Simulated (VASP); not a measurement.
OSZICAR of a VASP run on Gd (hcp):

**OSZICAR**
```
       N       E                     dE             d eps       ncg     rms          rms(c)
DAV:   1     0.437445295854E+02    0.43745E+02   -0.88660E+03  1456   0.122E+03
DAV:   2    -0.194884477564E+01   -0.45693E+02   -0.44706E+02  1576   0.233E+02
DAV:   3    -0.377302211928E+01   -0.18242E+01   -0.17010E+01  1950   0.275E+01
DAV:   4    -0.380955301103E+01   -0.36531E-01   -0.36206E-01  1843   0.394E+00
DAV:   5    -0.381056586295E+01   -0.10129E-02   -0.10130E-02  2176   0.477E-01    0.221E+01
DAV:   6    -0.382626275752E+01   -0.15697E-01   -0.15765E-02  1666   0.100E+00    0.133E+01
DAV:   7    -0.384271837291E+01   -0.16456E-01   -0.32651E-02  1556   0.144E+00    0.194E-01
DAV:   8    -0.384297113989E+01   -0.25277E-03   -0.15690E-03  1826   0.275E-01    0.772E-02
DAV:   9    -0.384308940415E+01   -0.11826E-03   -0.32667E-04  1666   0.120E-01    0.428E-02
DAV:  10    -0.384308664698E+01    0.27572E-05   -0.39321E-05  1728   0.441E-02    0.427E-02
DAV:  11    -0.384309404666E+01   -0.73997E-05   -0.14531E-05  1691   0.219E-02    0.200E-03
DAV:  12    -0.384309430804E+01   -0.26138E-06   -0.37988E-07   933   0.404E-03
   1 F= -.38430943E+01 E0= -.38434871E+01  d E =-.384309E+01
       N       E                     dE             d eps       ncg     rms          rms(c)
DAV:   1    -0.397186540618E+01   -0.12877E+00   -0.25188E+00  1456   0.124E+01    0.180E+00
DAV:   2    -0.388821375290E+01    0.83652E-01   -0.16191E-01  1491   0.324E+00    0.852E-01
DAV:   3    -0.385384516050E+01    0.34369E-01   -0.91138E-02  1461   0.229E+00    0.315E-01
DAV:   4    -0.385383557280E+01    0.95877E-05   -0.46662E-03  1781   0.548E-01    0.244E-01
DAV:   5    -0.385386275762E+01   -0.27185E-04   -0.67347E-04  1902   0.148E-01    0.358E-02
DAV:   6    -0.385386529316E+01   -0.25355E-05   -0.50439E-05  1914   0.465E-02    0.164E-02
DAV:   7    -0.385386456714E+01    0.72601E-06   -0.23042E-06  1466   0.107E-02
   2 F= -.38538646E+01 E0= -.38542350E+01  d E =-.107703E-01
       N       E                     dE             d eps       ncg     rms          rms(c)
DAV:   1    -0.385633383093E+01   -0.24685E-02   -0.46697E-02  1456   0.170E+00    0.247E-01
DAV:   2    -0.385480900713E+01    0.15248E-02   -0.30209E-03  1491   0.440E-01    0.116E-01
DAV:   3    -0.385417927872E+01    0.62973E-03   -0.15348E-03  1461   0.295E-01    0.402E-02
DAV:   4    -0.385417109131E+01    0.81874E-05   -0.99166E-05  1781   0.797E-02    0.302E-02
DAV:   5    -0.385416796788E+01    0.31234E-05   -0.12729E-05  1880   0.201E-02    0.550E-03
DAV:   6    -0.385416777272E+01    0.19516E-06   -0.93249E-07   845   0.691E-03
   3 F= -.38541678E+01 E0= -.38545552E+01  d E =-.110735E-01
       N       E                     dE             d eps       ncg     rms          rms(c)
DAV:   1    -0.385420202135E+01   -0.34053E-04   -0.75203E-04  1456   0.215E-01    0.320E-02
DAV:   2    -0.385417717715E+01    0.24844E-04   -0.48869E-05  1491   0.560E-02    0.149E-02
DAV:   3    -0.385416686490E+01    0.10312E-04   -0.25497E-05  1461   0.379E-02    0.517E-03
DAV:   4    -0.385416652932E+01    0.33557E-06   -0.14421E-06   957   0.102E-02
   4 F= -.38541665E+01 E0= -.38545560E+01  d E =-.110722E-01
       N       E                     dE             d eps       ncg     rms          rms(c)
DAV:   1    -0.385457806379E+01   -0.41120E-03   -0.13597E-02  1456   0.851E-01    0.754E-02
DAV:   2    -0.385438070770E+01    0.19736E-03   -0.24657E-04  1671   0.128E-01    0.512E-02
DAV:   3    -0.385429585755E+01    0.84850E-04   -0.11216E-04  1852   0.795E-02    0.224E-02
DAV:   4    -0.385429496839E+01    0.88916E-06   -0.16881E-05  1944   0.284E-02    0.130E-02
DAV:   5    -0.385429457558E+01    0.39281E-06   -0.54671E-07   743   0.577E-03
   5 F= -.38542946E+01 E0= -.38547137E+01  d E =-.128046E-03
       N       E                     dE             d eps       ncg     rms          rms(c)
DAV:   1    -0.385521963487E+01   -0.92467E-03   -0.41432E-02  1456   0.149E+00    0.131E-01
DAV:   2    -0.385462289518E+01    0.59674E-03   -0.74458E-04  1676   0.223E-01    0.883E-02
DAV:   3    -0.385436746654E+01    0.25543E-03   -0.33540E-04  1852   0.137E-01    0.399E-02
DAV:   4    -0.385436463411E+01    0.28324E-05   -0.51609E-05  1954   0.497E-02    0.229E-02
DAV:   5    -0.385436405711E+01    0.57701E-06   -0.19245E-06  1200   0.103E-02
   6 F= -.38543641E+01 E0= -.38548177E+01  d E =-.197528E-03
```

Task: Which electronic solver shows in the log?

Result: It is blocked Davidson (ALGO = Normal, or the opening steps of other solvers). The INCAR had ALGO = Normal.

Task: Can the final energy be trusted as converged?

Result: Self-consistency was reached. It stopped with EDIFF = 1E-6, NELM = 100, NSW = 60 and EDIFFG = -0.01 after 6 ionic steps (optB88-vdW, plane waves, VASP's PBE PAW potentials (set 64)). The 4f electrons are frozen in the core of the lanthanide potential, so 4f levels, which can set the real gap, and their magnetism are missing. Energy and stress use the plane-wave basis of the starting cell.

The compound is Gd in the hcp structure. This run relaxes it. Symmetry was kept, so distortions that lower it aren't found.
